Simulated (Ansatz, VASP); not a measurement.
# Cross-check of N between VASP and Ansatz, part 2 of 2

Wanted: the spread between two codes on one cell, functional and k mesh. The cell is taken from a series of runs on this material, whose earlier steps may have relaxed, scaled, displaced or heated it; both programs get it as it stands.

VASP 6.6.1 and Ansatz 0.2.0.

So far: The structure; VASP: relaxation of cell and atoms, LDA; Ansatz: relaxation of cell and atoms, LDA; Comparison.

### 5. VASP: zone-centre phonons, LDA

Level of this step: LDA; plane waves and PAW (N) (VASP).

Second derivatives magnify differences that forces hide, and they need a tight electronic threshold.

INCAR

```
SYSTEM = N
PREC = Accurate
ENCUT = 600
EDIFF = 1E-08
NELM = 120
ISMEAR = 1
SIGMA = 0.15
LREAL = .FALSE.
ALGO = Normal
GGA = CA
NBANDS = 11
LORBIT = 11
LWAVE = .FALSE.
LCHARG = .FALSE.
ISIF = 2
IBRION = 8
LASPH = .TRUE.
GGA_COMPAT = .FALSE.
KPAR = 2
```

POSCAR

```
N
1.0
    2.5079657819      0.0000000000      0.0000000000
   -1.2539828910      2.1719620790      0.0000000000
    0.0000000000      0.0000000000      2.4007942373
N
2
Direct
    0.6666666667      0.3333333333      0.2500000000
    0.3333333333      0.6666666667      0.7500000000
```

KPOINTS

```
Automatic mesh
0
Gamma
18 18 16
0 0 0
```

PAW data sets: N (LDA family, release 64).

On the command line:

```console
mpirun -np 2 vasp_std
```

Numbers of over 12 decimals in the logs are rounded to 6 here.

Log:

```text
[... set-up lines as in an earlier step ...]
 entering main loop
       N       E                     dE             d eps       ncg     rms          rms(c)
DAV:   1     0.241234644154E+02    0.24123E+02   -0.65839E+03  7566   0.997E+02
DAV:   2    -0.105763119215E+02   -0.34700E+02   -0.32851E+02  9679   0.175E+02
DAV:   3    -0.114084360514E+02   -0.83212E+00   -0.82072E+00  8601   0.230E+01
DAV:   4    -0.114103152653E+02   -0.18792E-02   -0.18791E-02  8091   0.124E+00
[...]
DAV:   9    -0.113972325551E+02   -0.10409E-05   -0.25165E-06  8220   0.163E-02    0.713E-03
DAV:  10    -0.113972327075E+02   -0.15233E-06   -0.33862E-07  8397   0.488E-03    0.941E-04
DAV:  11    -0.113972326979E+02    0.96013E-08   -0.16623E-08  5717   0.113E-03
   1 F= -.11397233E+02 E0= -.11397394E+02  d E =0.484800E-03
 Linear response reoptimize wavefunctions to high precision
DAV:   1    -0.113972326971E+02    0.79172E-09   -0.37658E-10  5400   0.219E-04
DAV:   2    -0.113972326971E+02    0.20464E-11   -0.15056E-11  4281   0.430E-05
 Linear response DOF=           2
 Linear response progress:
[...]
RMM:   7    -0.196564489617E+00   -0.49363E-06    0.19611E-08 57258   0.296E-04    0.268E-04
RMM:   8    -0.196565125077E+00   -0.63546E-06    0.44021E-08 57371   0.175E-04    0.414E-05
RMM:   9    -0.196565118691E+00    0.63863E-08    0.62643E-08 57743   0.474E-05    0.636E-06
 first order change of Fermi-energy  -0.66048E-04
 force on displaced ion       1 direction 1 :   5.236  -0.007   0.000
 Linear response progress:
  Degree of freedom:   2/  2
       N       E                     dE             d eps       ncg     rms          rms(c)
RMM:   1    -0.199797955440E+00   -0.19980E+00    0.61962E-02 22847   0.306E+00
RMM:   2    -0.200699883544E+00   -0.90193E-03   -0.14122E-03 17907   0.453E-01    0.257E-01
RMM:   3    -0.199383459541E+00    0.13164E-02    0.18742E-04 19356   0.111E-01    0.119E-01
RMM:   4    -0.199070382248E+00    0.31308E-03    0.22768E-04 19629   0.666E-02    0.250E-02
[...]
RMM:  10    -0.199307191759E+00    0.11707E-07    0.25848E-07 18972   0.213E-05    0.224E-06
RMM:  11    -0.199307192635E+00   -0.87582E-09    0.26003E-07 16252   0.173E-05    0.173E-07
RMM:  12    -0.199307193995E+00   -0.13602E-08    0.25608E-07 10189   0.163E-05    0.482E-08
 first order change of Fermi-energy   0.34451E-03
 force on displaced ion       1 direction 3 :   0.000   0.000  32.060
 Linear response finished
```

From OUTCAR (step 5):

```text
  Total       -0.0091302     -0.0091302      0.0257982      0.0000000     -0.0000000      0.0000000
  in kB       -1.1185696     -1.1185696      3.1606153      0.0000000     -0.0000000      0.0000000
  external PRESSURE =       0.3078254 kB  Pullay stress =       0.0000000 kB

 POSITION                                       TOTAL-FORCE (eV/Angst)
 -----------------------------------------------------------------------------------
      1.25398      0.72399      0.60020         0.000000     -0.000000      0.000000
     -0.00000      1.44797      1.80060        -0.000000      0.000000      0.000000
 -----------------------------------------------------------------------------------
    total drift:                               -0.000000      0.000000     -0.000000

[... 1 part as in an earlier step ...]

[... 1 further part left out ...]
```

### 6. Ansatz: zone-centre phonons, LDA

The same cell, functional (in two slightly different forms), mesh and smearing now go to Ansatz, which takes its cutoff from its data sets.

The cell is taken from a series of runs on this material, whose earlier steps may have relaxed, scaled, displaced or heated it; both programs get it as it stands.

input.yaml

```yaml
crystal:
  lattice:
    - [2.5079657819, 0.0, 0.0]
    - [-1.253982891, 2.171962079, 0.0]
    - [0.0, 0.0, 2.4007942373]
  atoms:
    - { symbol: "N", position: [0.6666666667, 0.3333333333, 0.25] }
    - { symbol: "N", position: [0.3333333333, 0.6666666667, 0.75] }
kpoints:
  mp_grid: { grid: [18, 18, 16] }
hamiltonian:
  xc: lda
scf:
  occupations: { method: methfessel_paxton, width: 0.15 }
output:
  eigenvalues: true
phonons:
  method: dfpt
```

On the command line:

```console
ansatz run input.yaml --threads 4 --pin off --max-ram 7168MiB --backend cpu --events-out ev --progress --plain --runs-dir out
```

Log:

```text
zone centre: on kpoints.mp_grid the ground state, and the responses unless they are solved on pairs of k-points, stand on 819 of the mesh's 5184 k-points, reduced under 4 symmetry operations, with k and −k counted as one. Each operation leaves every solved displacement unchanged or reverses it
[...]
Crystal: 2 atoms, lattice volume = 13.078 Å³
[...]
k mesh reduced under 4 symmetry operations, with k and −k counted as one. Each operation leaves every solved displacement unchanged or reverses it
  ASR residual: 1.626e-5 → 0.000e0 eV/Å²; symmetrization residual: 1.094e-9 eV/Å²
  ASR residual per site (eV/Å²): 1.63e-5 1.63e-5
  Γ frequencies (cm⁻¹): -1128.63 -455.91 -455.91 0.00 0.00 0.00
  non-analytic LO–TO correction: not included (Born effective charges unavailable; polar crystals: no LO–TO splitting at Γ)
[key lines of the parts left out:]
SCF converged after 6 iterations
Free energy (F): -740.849245 eV
Fermi energy:    10.573893 eV
```

### 7. Differences

Compared:

```tsv
quantity	Ansatz	VASP	difference
optical mode 1 (imaginary, printed as negative) (cm⁻¹)	-1128.6	-1115.9	-12.7
optical mode 2 to 3 (imaginary, printed as negative) (cm⁻¹)	-455.9	-451.0	-4.9
```

Modes are paired by rising frequency, not by their patterns, so a pair may set unlike modes beside each other; they are those without the splitting of longitudinal modes.

### 8. What came out

| Item | Value |
| --- | --- |
| difference in edge c after relaxation, in the typed setting (relaxation of cell and atoms, LDA) | -0.033 % |
| r.m.s. difference of the optical zone-centre modes, each program's sorted by frequency (zone-centre phonons, LDA) | 8.3 cm⁻¹ |

What this shows: The difference in edge c after relaxation, in the typed setting is -0.033 % (relaxation of cell and atoms, LDA), within the 1.2 % picked in this series as the mark of a large difference, as far as the stopping tolerances let one tell. How closely two codes agree says nothing of how well the functional describes the real material.

[Lines on the potential files, build, host, timing and source positions are cut from VASP's logs without a mark.]

[Logs are printed without paths, hosts, clocks, repeated set-up lines and the standing remarks that a program may print on its own settings, such as how far it seeks lower states.]

[Hosts, paths, dates, database ids (printed as entryN), source tags and the programs' standing remarks are cut or masked in the printed files.]
